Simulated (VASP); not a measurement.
Calculation: r2SCAN meta-GGA, VASP's PBE PAW potentials (set 64) (plane waves; VASP).

Input for VASP

### POSCAR
```
Cs
1
   -3.1682886719     3.1682886719     3.1682886719
    3.1682886719    -3.1682886719     3.1682886719
    3.1682886719     3.1682886719    -3.1682886719
Cs
1
Direct
  0.0000000000   0.0000000000   0.0000000000
```

File KPOINTS:
```
Automatic mesh
0
Gamma
8 8 8
0 0 0
```

INCAR:
```
SYSTEM = Cs
PREC = Accurate
ENCUT = 520
EDIFF = 1E-7
NELM = 100
ALGO = Normal
LREAL = .FALSE.
LASPH = .TRUE.
ISMEAR = 1
SIGMA = 0.1
METAGGA = R2SCAN
LMIXTAU = .TRUE.
LMAXMIX = 4
LWAVE = .FALSE.
LCHARG = .FALSE.
ISIF = 2
```

POTCAR, in this order: Cs_sv (PBE.64 set). Program: vasp_std.

What VASP printed:

OUTCAR:
```
 ion  position               nearest neighbor table
   1  0.000  0.000  0.000-
  LATTYP: Found a body centered cubic cell.
 ALAT       =     6.3365773438
 Subroutine PRICEL returns:
 Original cell was already a primitive cell.
 Subroutine GETGRP returns: Found 48 space group operations
The static configuration has the point symmetry O_h .
The dynamic configuration has the point symmetry O_h .
 Subroutine INISYM returns: Found 48 space group operations
 Subroutine IBZKPT returns following result:
 Found     29 irreducible k-points:

 Following reciprocal coordinates:
            Coordinates               Weight
  0.000000  0.000000  0.000000      1.000000
  0.125000  0.000000  0.000000     12.000000
  0.250000  0.000000  0.000000     12.000000
  0.375000  0.000000  0.000000     12.000000
  0.500000  0.000000  0.000000      6.000000
  0.125000  0.125000  0.000000     24.000000
  0.250000  0.125000  0.000000     48.000000
  0.375000  0.125000  0.000000     48.000000
  0.250000  0.250000  0.000000     24.000000
  0.375000  0.250000 -0.000000     24.000000
...
```

**OSZICAR**
```
       N       E                     dE             d eps       ncg     rms          rms(c)
DAV:   1     0.326403115826E+02    0.32640E+02   -0.29546E+03   464   0.797E+02
DAV:   2    -0.216162765836E+02   -0.54257E+02   -0.53731E+02   664   0.124E+02
DAV:   3    -0.269556437076E+02   -0.53394E+01   -0.53396E+01   464   0.474E+01
DAV:   4    -0.270435785367E+02   -0.87935E-01   -0.87935E-01   800   0.727E+00
DAV:   5    -0.270438594863E+02   -0.28095E-03   -0.28095E-03   672   0.289E-01    0.239E-01
DAV:   6    -0.257847717411E+02    0.12591E+01   -0.96361E-02   464   0.349E+00    0.241E-01
DAV:   7    -0.245230552343E+02    0.12617E+01   -0.78169E-01   536   0.552E+00    0.454E-01
DAV:   8    -0.248203736362E+02   -0.29732E+00   -0.58092E-01   520   0.522E+00    0.112E-01
DAV:   9    -0.252449295441E+02   -0.42456E+00   -0.21120E-01   464   0.507E+00    0.134E-01
DAV:  10    -0.250416714573E+02    0.20326E+00   -0.18545E-01   464   0.603E+00    0.179E-01
DAV:  11    -0.250029973919E+02    0.38674E-01   -0.28147E-01   464   0.525E+00    0.110E-01
DAV:  12    -0.250004290604E+02    0.25683E-02   -0.14885E-02   480   0.144E+00    0.118E-01
DAV:  13    -0.250116941024E+02   -0.11265E-01   -0.47428E-02   464   0.297E+00    0.134E-01
DAV:  14    -0.250080126019E+02    0.36815E-02   -0.49899E-04   728   0.185E-01    0.147E-01
DAV:  15    -0.250106771995E+02   -0.26646E-02   -0.14656E-03   496   0.700E-01    0.131E-01
DAV:  16    -0.250074669367E+02    0.32103E-02   -0.48677E-03   488   0.124E+00    0.920E-02
DAV:  17    -0.250257732271E+02   -0.18306E-01   -0.99479E-03   528   0.105E+00    0.856E-02
DAV:  18    -0.250174511818E+02    0.83220E-02   -0.70990E-03   464   0.134E+00    0.943E-02
DAV:  19    -0.250254704433E+02   -0.80193E-02   -0.72721E-03   480   0.113E+00    0.795E-02
DAV:  20    -0.250145578398E+02    0.10913E-01   -0.22568E-02   464   0.245E+00    0.826E-02
DAV:  21    -0.250144858536E+02    0.71986E-04   -0.10242E-04   808   0.847E-02    0.843E-02
DAV:  22    -0.250191067526E+02   -0.46209E-02   -0.24351E-03   480   0.747E-01    0.856E-02
DAV:  23    -0.250136054846E+02    0.55013E-02   -0.31812E-03   464   0.644E-01    0.967E-02
DAV:  24    -0.250140882394E+02   -0.48275E-03   -0.83297E-04   464   0.344E-01    0.910E-02
DAV:  25    -0.250139596162E+02    0.12862E-03   -0.86196E-04   464   0.401E-01    0.799E-02
DAV:  26    -0.250161927582E+02   -0.22331E-02   -0.20714E-03   464   0.726E-01    0.753E-02
DAV:  27    -0.250132788075E+02    0.29140E-02   -0.14131E-03   464   0.475E-01    0.721E-02
DAV:  28    -0.250127920850E+02    0.48672E-03   -0.58726E-05   576   0.853E-02    0.704E-02
DAV:  29    -0.250123737401E+02    0.41834E-03   -0.35325E-05   480   0.774E-02    0.703E-02
DAV:  30    -0.250121219249E+02    0.25182E-03   -0.18533E-04   464   0.162E-01    0.674E-02
DAV:  31    -0.250125368640E+02   -0.41494E-03   -0.19761E-04   512   0.222E-01    0.656E-02
DAV:  32    -0.250122008459E+02    0.33602E-03   -0.27305E-04   464   0.190E-01    0.626E-02
DAV:  33    -0.250121986098E+02    0.22361E-05   -0.52444E-04   480   0.283E-01    0.490E-02
DAV:  34    -0.250124222290E+02   -0.22362E-03   -0.20088E-04   464   0.158E-01    0.344E-02
DAV:  35    -0.250121518951E+02    0.27033E-03   -0.46466E-04   464   0.186E-01    0.216E-02
DAV:  36    -0.250121855798E+02   -0.33685E-04   -0.59008E-05   584   0.123E-01    0.159E-02
DAV:  37    -0.250122126342E+02   -0.27054E-04   -0.50663E-05   464   0.101E-01    0.981E-03
DAV:  38    -0.250122055793E+02    0.70548E-05   -0.51599E-05   464   0.120E-01    0.479E-03
DAV:  39    -0.250122113173E+02   -0.57380E-05   -0.75028E-06   480   0.355E-02    0.272E-03
DAV:  40    -0.250122010867E+02    0.10231E-04   -0.44004E-06   464   0.215E-02    0.138E-03
DAV:  41    -0.250121965458E+02    0.45409E-05   -0.31344E-06   512   0.198E-02    0.430E-04
DAV:  42    -0.250121959918E+02    0.55398E-06   -0.60772E-07   544   0.102E-02    0.376E-04
DAV:  43    -0.250121956566E+02    0.33524E-06   -0.78488E-07   496   0.101E-02    0.168E-04
DAV:  44    -0.250121957071E+02   -0.50565E-07   -0.16667E-07   528   0.665E-03
   1 F= -.25012196E+02 E0= -.25011373E+02  d E =-.246840E-02
```

OUTCAR:
```
------------------------ aborting loop because EDIFF is reached ----------------------------------------
  FORCE on cell =-STRESS in cart. coord.  units (eV):
  Direction    XX          YY          ZZ          XY          YZ          ZX
  --------------------------------------------------------------------------------------
  Total       -0.0388166     -0.0388166     -0.0388166      0.0000000     -0.0000000      0.0000000
  in kB       -0.4888701     -0.4888701     -0.4888701      0.0000000     -0.0000000      0.0000000
  external PRESSURE =      -0.4888701 kB  Pullay stress =       0.0000000 kB
  volume of cell :      127.21
      direct lattice vectors                 reciprocal lattice vectors
    -3.168288672  3.168288672  3.168288672     0.000000000  0.157813903  0.157813903
     3.168288672 -3.168288672  3.168288672     0.157813903  0.000000000  0.157813903
     3.168288672  3.168288672 -3.168288672     0.157813903  0.157813903  0.000000000
 POSITION                                       TOTAL-FORCE (eV/Angst)
 -----------------------------------------------------------------------------------
      0.00000      0.00000      0.00000         0.000000     -0.000000      0.000000
 -----------------------------------------------------------------------------------
    total drift:                               -0.000000      0.000000     -0.000000
  FREE ENERGIE OF THE ION-ELECTRON SYSTEM (eV)
  ---------------------------------------------------
  free  energy   TOTEN  =       -25.0121957071 eV

  energy  without entropy=      -25.0097273097  energy(sigma->0) =      -25.01137291
```
(Selected blocks of OUTCAR.)

The compound is Cs in the bcc structure. This cell is one point of a volume scan, at 1.03 of the reference volume.
